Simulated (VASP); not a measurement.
A convergence study with VASP on Co (space group no. 194 when undisturbed): a few settings are varied, all else stays as given below, so the limit is that of these other settings. One atom is moved off its site, so that forces are finite.

```
Co
1.0
    1.26127    -2.18459     0.00000
    1.26127     2.18459     0.00000
    0.00000     0.00000     4.09035
Co
2
Direct
  0.33333   0.66667   0.26222
  0.66667   0.33333   0.75000
```
Starting moments (μB, in the order of the record's atoms Co Co): 2.0 2.0.

Method: LDA (Ceperley-Alder, Perdew-Zunger), VASP's LDA PAW potentials (set 64) (plane waves; VASP). The last row used: 300 eV cut-off, 15×15×8 Γ-centred mesh, Fermi-Dirac smearing of 0.10 eV, potentials Co.

| setting | E (eV/atom) | pressure (GPa) | largest force (eV/Å) | moment (μB) | irreducible k-points |
|---|---|---|---|---|---|
| EDIFF = 1E-01 | -8.0276 | -27.68 | 0.198 | 3.216 | 192 |
| EDIFF = 1E-02 | [?] | [?] | [?] | 3.174 | 192 |
| EDIFF = 1E-03 | -8.0201 | [?] | [?] | 3.174 | 192 |
| EDIFF = 1E-04 | -8.0201 | -24.59 | 0.196 | 3.174 | 192 |
| EDIFF = 1E-05 | -8.0201 | -24.51 | 0.196 | 3.174 | 192 |
| EDIFF = 1E-06 | -8.0201 | -24.54 | 0.196 | 3.174 | 192 |
| EDIFF = 1E-07 | -8.0201 | -24.52 | 0.196 | 3.174 | 192 |
| EDIFF = 1E-08 | -8.0201 | -24.51 | 0.196 | 3.174 | 192 |
| EDIFF = 1E-10 | -8.0201 | -24.51 | 0.196 | 3.174 | 192 |

Question: Some entries are withheld; supply them.

Answer: 
- EDIFF = 1E-02, E (eV/atom): -8.0203
- EDIFF = 1E-02, pressure (GPa): -25.52
- EDIFF = 1E-02, largest force (eV/Å): 0.202
- EDIFF = 1E-03, pressure (GPa): -24.69
- EDIFF = 1E-03, largest force (eV/Å): 0.197

Left out are rungs that failed or repeat a setting and relaxations that didn't move; long series are thinned to 24 rows.

The structure is a typed Co crystal (space group no. 194). The cell was not relaxed at this level, it is distorted from the ideal structure. The spin order is the one that the start imposed; others were not tried in this run.
